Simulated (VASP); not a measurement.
Input for VASP

### KPOINTS
```
K-points
0
gamma
  14 14 8
```

**INCAR**
```
SYSTEM = Ti
PREC = Accurate; ENCUT = 520; LREAL = .FALSE.
LASPH = .TRUE.
EDIFF = 1E-7; NELM = 100; ALGO = Normal
LMAXMIX = 4
ISMEAR = 1; SIGMA = 0.1
GGA = PE
IBRION = 2; NSW = 30; ISIF = 4
EDIFFG = -0.01
LWAVE = .FALSE.; LCHARG = .FALSE.
```

### POSCAR
```
Ti
1.0
  1.4819526369  -2.5668173201   0.0000000000
  1.4819526369   2.5668173201   0.0000000000
  0.0000000000   0.0000000000   4.6983124516
Ti
2
Cart
  1.4819526369   0.8556074846   1.1745781129
  1.4819526369  -0.8556074846   3.5237343387
```

POTCAR, in this order: Ti_sv (PBE.64 set). Program: vasp_std.

Q: Write an equivalent input for Quantum ESPRESSO's pw.x.

A: One equivalent input (not run):
```
&CONTROL
  calculation = 'vc-relax'
  pseudo_dir = './pseudo'
  outdir = './out'
  tprnfor = .true.
  tstress = .true.
  nstep = 30
  forc_conv_thr = 0.00039
/
&SYSTEM
  ibrav = 0
  nat = 2
  ntyp = 1
  ecutwfc = 84
  occupations = 'smearing'
  smearing = 'methfessel-paxton'
  degauss = 0.00735
  input_dft = 'pbe'
/
&ELECTRONS
  conv_thr = 7.3e-09
  electron_maxstep = 100
/
&IONS
/
&CELL
  cell_dofree = 'shape'
/
ATOMIC_SPECIES
  Ti 47.867 Ti.upf
CELL_PARAMETERS angstrom
     1.4819526   -2.5668173    0.0000000
     1.4819526    2.5668173    0.0000000
     0.0000000    0.0000000    4.6983125
ATOMIC_POSITIONS crystal
  Ti   0.3333330  0.6666670  0.2500000
  Ti   0.6666670  0.3333330  0.7500000
K_POINTS automatic
  14 14 8 0 0 0
```
Limits of the translation: the potentials are each code's own (VASP's PAW set, PseudoDojo norm-conserving files in pw.x), so ENCUT and ecutwfc are chosen apart and not converted; conv_thr bounds pw.x's estimated SCF error, while EDIFF bounds the energy change between steps; forc_conv_thr acts on force components and is met together with etot_conv_thr.

The compound is Ti in the hcp structure. This cell is one point of a volume scan, at 1.03 of the reference volume. Symmetry was kept, so distortions that lower it aren't found.
